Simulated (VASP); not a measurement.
**LiCuAuO2: equation of state with PBE**

The system is LiCuAuO2.

```
Au Cu O Li
1.0
     2.83519   -1.65590    0.00000
     2.83519    1.65590    0.00000
    -2.03778    0.00000    7.28757
Au Cu O Li
1 1 2 1
Direct
  0.98375 0.98375 0.94830
  0.53811 0.53811 0.63867
  0.87808 0.87808 0.65117
  0.08049 0.08049 0.22148
  0.42581 0.42581 0.24872
```

The cell comes from a database or a generator and needn't be the stable form of this composition.

```yaml
Program: VASP 6.6.1
Task: equation of state
Functional: PBE
Potentials_or_basis: VASP PAW PBE potentials, release 64 (Au, Cu, O, Li_sv)
Cutoff: 520 eV
k_mesh: 9 × 9 × 4
Occupations: fermi-dirac, width 0.05 eV
Spin: no spin polarisation
Further_INCAR_settings: ALGO = Normal; EDIFF = 1e-07; NBANDS = 26
```

* Equilibrium volume: 13.72 Å³/atom
* Bulk modulus at fixed shape and positions: 95 GPa
* Pressure derivative of the bulk modulus: 4.9

Energy against volume, from the lowest point:
```csv
volume (Å³/atom),energy (meV/atom)
12.864,17.95
13.138,7.94
13.412,2.11
13.685,0.00
13.959,1.20
14.233,5.34
14.507,12.08
```

All runs of the series together: 13 min on 1 thread of Intel(R) Xeon(R) 6975P-C (Granite Rapids) (shared host).

Caveat: the cutoff is under 1.25 times the usual one of these potentials, so pressure, stress and relaxed cells hold a basis-set (Pulay) error; the cell was scaled at fixed shape and fractional positions, which overstates the stiffness of a crystal with free parameters, most of all of layers and chains; the run has no spin polarisation, though such a crystal can be magnetic. Spin-orbit coupling is left out, which matters for the levels of Au.
